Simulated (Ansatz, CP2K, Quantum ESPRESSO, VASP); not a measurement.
# One structure in several programs: Y₂CN₂O₂ (P1, 7 atoms in the cell)

Self-consistent single point, at a second geometry (atoms moved at random). First geometry:

```
CELL_PARAMETERS angstrom
      3.66940     0.00000     0.00000
     -1.83470     3.17779     0.00000
      0.00000     0.00000     8.10351
ATOMIC_POSITIONS crystal
  Y  0.33333 0.66667 0.67752
  Y  0.66667 0.33333 0.32248
  C  0.00000 0.00000 0.00000
  N  0.00000 0.00000 0.15015
  N  0.00000 0.00000 0.84985
  O  0.33333 0.66667 0.39666
  O  0.66667 0.33333 0.60334
```

Second geometry:
```
Y2C(NO)2
1.0
    3.66940     0.00000     0.00000
   -1.83470     3.17779     0.00000
    0.00000     0.00000     8.10351
Y C N O
2 1 2 2
Direct
  0.33635   0.66595   0.68405
  0.68682   0.35105   0.31371
  0.00139   0.00613   0.99497
  0.95889   0.96758   0.15939
  0.99765   0.98588   0.84150
  0.33977   0.67824   0.39826
  0.67914   0.34518   0.60812
```

Shared settings, as Ansatz (a program for electronic structure) writes them: kpoints.mp_grid.grid = 7 7 3; scf.occupations.method = fixed. Potentials and cutoffs stand in the table.

| code | model | ΔF from the first geometry (meV/atom) | pressure (GPa) | largest force (eV/Å) | gap on the mesh (eV) | cutoff |
|---|---|---|---|---|---|---|
| Quantum ESPRESSO | PBEsol, PseudoDojo standard norm-conserving (PBESOL) pseudopotentials | 84.9 | -3.04 | 6.448 | 3.327 | 85 Ry |
| Ansatz | PBEsol, PAW files made with PBE | 86.9 | -3.43 | 6.533 | 3.339 | 420 eV |
| VASP | PBEsol, VASP's PBE PAW potentials (set 64) | 82.9 | -6.81 | 6.432 | 3.326 | 400 eV |
| CP2K | PBEsol, GPW, DZVP-MOLOPT-SR-GTH basis, GTH-PBE potentials (GTH_POTENTIALS) | 76.5 | -1.81 | – | 3.289 | grid 500 Ry |

Size of the force on each atom (eV/Å): Sizes of forces hide their directions.

| code | Y1 | Y2 | C3 | N4 | N5 | O6 | O7 |
|---|---|---|---|---|---|---|---|
| Quantum ESPRESSO | 1.698 | 1.782 | 4.188 | 6.448 | 2.477 | 0.182 | 0.376 |
| Ansatz | 1.662 | 1.746 | 4.132 | 6.533 | 2.626 | 0.182 | 0.375 |
| VASP | 1.669 | 1.752 | 4.272 | 6.432 | 2.377 | 0.187 | 0.382 |

A dash marks a value that a program does not give, or that is left out as unsure.

Gaps are read on the mesh.

The spread over the programs that give each value: ΔF from the first geometry within 10.4 meV/atom; pressure within 5.00 GPa; largest force within 0.101 eV/Å; gap on the mesh within 0.050 eV.

CP2K uses small atom-centred bases, whose incompleteness enters pressures, forces and empty levels differently from a plane-wave cutoff. Ansatz's pressure is given at a fixed set of plane waves, as the other plane-wave codes print theirs; with its correction for the finite basis it is -3.12 GPa (the shift of 0.31 GPa shows how far the cutoff is from converged). In the pressure, VASP (by 3.38) and CP2K (by 1.61) lie more than 1 GPa from the median of the plane-wave programs.

VASP's run is marked for a possible Pulay error in its stress at this cutoff; no cutoff test was made.

VASP ran the fixed occupations as a Gaussian smearing of 0.01 eV.

The starting cell comes from a database of computed structures (which also holds hypothetical and non-ambient phases and stackings), without a prior relaxation at this level. Its lattice was rescaled by a random factor within 2.5 % of one. For this run, on top of that: atoms moved at random.

Left out of this page: SIESTA (not drawn, or without a comparable value).

Keys are those of Ansatz 0.2.
